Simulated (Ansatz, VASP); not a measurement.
# Cross-check of WC (h-BN type (invented)) between VASP and Ansatz, part 2 of 2

Aim: how closely do two programs agree when they are given the same cell, functional and k mesh? The cell is generated by rule, not measured, and may not be a known phase. Of the first pair: The cell is taken from a series of runs on this material, whose earlier steps may have relaxed, scaled, displaced or heated it; both programs get it as it stands.

VASP 6.6.1 and Ansatz 0.2.0.

So far: The structure; VASP: relaxation of cell and atoms, PBEsol, pair 1; Ansatz: relaxation of cell and atoms, PBEsol, pair 1; Side by side.

## Step 5: Ansatz: relaxation of cell and atoms, PBEsol, pair 2

Level of this step: Ansatz beside VASP: Kohn-Sham DFT, plane waves, PBEsol (Ansatz).

The relaxed volume is the usual yardstick between codes: in a stiff, nearly cubic crystal its relative difference is about their pressure difference at one cell divided by the bulk modulus. Its start cell is another than that of the pair before, and may be another structure of the material.

The two relaxations start from unlike cells of this crystal (the structure described is Ansatz's start), so only their ends are compared.

input.yaml

```yaml
crystal:
  lattice:
    - [3.965531, 0.0, 0.0]
    - [-1.982766, 3.434251, 0.0]
    - [0.0, 0.0, 7.23]
  atoms:
    - { symbol: W, position: [0.333333, 0.666667, 0.25] }
    - { symbol: W, position: [0.666667, 0.333333, 0.75] }
    - { symbol: C, position: [0.666667, 0.333333, 0.25] }
    - { symbol: C, position: [0.333333, 0.666667, 0.75] }
kpoints:
  mp_grid: { grid: [6, 6, 4] }
hamiltonian:
  xc: pbesol
scf:
  occupations: { method: gaussian, width: 0.1 }
output:
  forces: true
  stress: true
  eigenvalues: true
relax:
  adjacent_minimum: "off"
  f_tol: 0.05
  max_steps: 80
  cell: { stress_tol: 0.5 }
```

Run with:

```
$ ansatz run input.yaml --threads 2 --pin off --max-ram 5120MiB --backend cpu --events-out ev --progress --plain --runs-dir out
```

Numbers of over 12 decimals in the logs are rounded to 6 here.

The log of the run:

```text
[...]
--- Relaxed structure (13 steps of the walk, 13 accepted, 2 SCFs on fresh bases) ---
[...]
cell:  # Å, volume = 47.6391 Å³
    - [3.588286, 2.6121319252340853e-7, 0.0]
    - [-1.794143, 3.107547, 0.0]
    - [0.0, 0.0, 4.272266]
  atoms:
    - { symbol: W, position: [0.333333, 0.666667, 0.25] }
    - { symbol: W, position: [0.666667, 0.333333, 0.750000] }
    - { symbol: C, position: [0.666667, 0.333333, 0.25] }
    - { symbol: C, position: [0.333333, 0.666667, 0.750000] }
[key lines of the parts left out:]
SCF converged after 7 iterations
Free energy (F): -21005.829255 eV
Fermi energy:    18.683226 eV
P = ⅓ Tr σ = -0.0058 GPa (-0.058 kbar)
```

## Step 6: VASP: relaxation of cell and atoms, PBEsol, pair 2

Its own start cell and the same functional, mesh and smearing now go to VASP, with its own data sets.

INCAR

```
SYSTEM = WC
PREC = Accurate
ENCUT = 600
EDIFF = 1E-07
NELM = 120
ISMEAR = 0
SIGMA = 0.1
LREAL = .FALSE.
ALGO = Normal
GGA = PS
NBANDS = 16
LASPH = .TRUE.
LORBIT = 11
LWAVE = .FALSE.
LCHARG = .FALSE.
ISIF = 3
IBRION = 2
NSW = 80
EDIFFG = -0.005
GGA_COMPAT = .FALSE.
NELMIN = 4
KPAR = 2
```

POSCAR

```
WC
1.0
    3.5924853395      0.0000000762      0.0000000000
   -1.7962430568      3.1111837948      0.0000000000
    0.0000000000      0.0000000000      4.2744089678
W C
2 2
Direct
    0.3333334659      0.6666667637      0.2500000000
    0.6666667863      0.3333332363      0.7500000000
    0.6666667863      0.3333332363      0.2500000000
    0.3333334659      0.6666667637      0.7500000000
```

KPOINTS

```
Automatic mesh
0
Gamma
6 6 4
0 0 0
```

The projector-augmented-wave data sets are W and C (PBE family, release 64).

Run with:

```
$ mpirun -np 2 vasp_std
```

The log of the run:

```text
[banner, memory and clock lines left out]
running    2 mpi-ranks, on    1 nodes
[...]
[... a notice as in an earlier step ...]

 LDA part: xc-table for (Slater+PW92), standard interpolation
 POSCAR, INCAR and KPOINTS ok, starting setup
[...]
entering main loop
       N       E                     dE             d eps       ncg     rms          rms(c)
DAV:   1     0.752894396952E+02    0.75289E+02   -0.10203E+04   672   0.127E+03
DAV:   2    -0.458060178303E+02   -0.12110E+03   -0.11724E+03   904   0.296E+02
DAV:   3    -0.530263309059E+02   -0.72203E+01   -0.69536E+01   936   0.606E+01
DAV:   4    -0.531454367744E+02   -0.11911E+00   -0.11906E+00   792   0.897E+00
[...]
DAV:  12    -0.462666480552E+02   -0.14196E-05   -0.18653E-05   776   0.359E-02    0.104E-02
DAV:  13    -0.462666472523E+02    0.80285E-06   -0.48039E-06   888   0.122E-02    0.249E-03
DAV:  14    -0.462666472632E+02   -0.10883E-07   -0.47332E-07   696   0.457E-03
   1 F= -.46266647E+02 E0= -.46259414E+02  d E =-.462666E+02
[...]
DAV:   2    -0.462666473430E+02    0.84593E-05   -0.16095E-05   960   0.324E-02    0.221E-02
DAV:   3    -0.462666447425E+02    0.26005E-05   -0.50931E-06   872   0.140E-02    0.686E-03
DAV:   4    -0.462666448610E+02   -0.11854E-06   -0.43076E-07   792   0.537E-03    0.139E-03
DAV:   5    -0.462666448607E+02    0.36084E-09   -0.50669E-08   432   0.164E-03
   2 F= -.46266645E+02 E0= -.46259407E+02  d E =0.240251E-05
 trial-energy change:    0.000002  1 .order    0.000003   -0.000012    0.000018
 step:   0.4359(harm=  0.3856)  dis= 0.00000  next Energy=   -46.266650 (dE=-0.260E-05)
[...]
N       E                     dE             d eps       ncg     rms          rms(c)
DAV:   1    -0.462666544298E+02   -0.95687E-05   -0.22941E-04   688   0.108E-01    0.232E-02
DAV:   2    -0.462666513143E+02    0.31154E-05   -0.51424E-06   952   0.183E-02    0.126E-02
DAV:   3    -0.462666500562E+02    0.12581E-05   -0.16857E-06   856   0.802E-03    0.384E-03
DAV:   4    -0.462666499512E+02    0.10495E-06   -0.12183E-07   416   0.305E-03    0.879E-04
DAV:   5    -0.462666499476E+02    0.35950E-08   -0.23650E-08   368   0.134E-03
   3 F= -.46266650E+02 E0= -.46259416E+02  d E =-.268444E-05
[...]
reached required accuracy - stopping structural energy minimisation
```

OUTCAR, selected parts (step 6):

```text
  Total        0.0081149      0.0081149      0.0055255     -0.0000000      0.0000000      0.0000000
  in kB        0.2721809      0.2721809      0.1853301     -0.0000000      0.0000000      0.0000000
  external PRESSURE =       0.2432307 kB  Pullay stress =       0.0000000 kB

 POSITION                                       TOTAL-FORCE (eV/Angst)
 -----------------------------------------------------------------------------------
      0.00000      2.07415      1.06843        -0.000000      0.000000      0.000000
      1.79626      1.03707      3.20529         0.000000     -0.000000      0.000000
      1.79626      1.03707      1.06843         0.000000      0.000000      0.000000
      0.00000      2.07415      3.20529        -0.000000     -0.000000      0.000000
 -----------------------------------------------------------------------------------
    total drift:                               -0.000217      0.000026     -0.000008

  FREE ENERGIE OF THE ION-ELECTRON SYSTEM (eV)
  ---------------------------------------------------
  free  energy   TOTEN  =       -46.2666499476 eV

  energy  without entropy=      -46.2521814954  energy(sigma->0) =      -46.25941572

[... 1 part as in an earlier step ...]

[... 3 further parts left out ...]
[key lines of the parts left out:]
E-fermi :   7.9585
```

## Step 7: Comparison

What differs besides the data sets and the points named for the pairs above, as far as they apply: the data sets hold 36 valence electrons in Ansatz (on its default PAW (the set named soft_2) files) and 20 in VASP. Total energies have different zeros and are not compared.

Compared:

```tsv
quantity	Ansatz	VASP	difference
volume (Å³)	47.64	47.77	-0.27 %
edge a after relaxation, in the typed setting (Å)	3.588	3.592	-0.12 %
edge c after relaxation, in the typed setting (Å)	4.272	4.274	-0.03 %
```

## Step 8: Summary of results

```yaml
difference_in_volume_relaxation_of_cell_and_atoms_pbesol_pair_1: -0.28 %
difference_in_volume_relaxation_of_cell_and_atoms_pbesol_pair_2: -0.27 %
```

The difference in volume is -0.28 % (relaxation of cell and atoms, PBEsol, pair 1), within the 1.2 % picked in this series as the mark of a large difference, as far as the stopping tolerances let one tell. The data sets hold unlike numbers of valence electrons (36 in Ansatz and 20 in VASP), so part of the differences comes from the potentials. How closely two codes agree says nothing of how well the functional describes the real material.

[Lines on the potential files, build, host, timing and source positions are cut from VASP's logs without a mark.]

[Logs are printed without paths, hosts, clocks, repeated set-up lines and the standing remarks that a program may print on its own settings, such as how far it seeks lower states.]

[Hosts, paths, dates, database ids (printed as entryN), source tags and the programs' standing remarks are cut or masked in the printed files.]
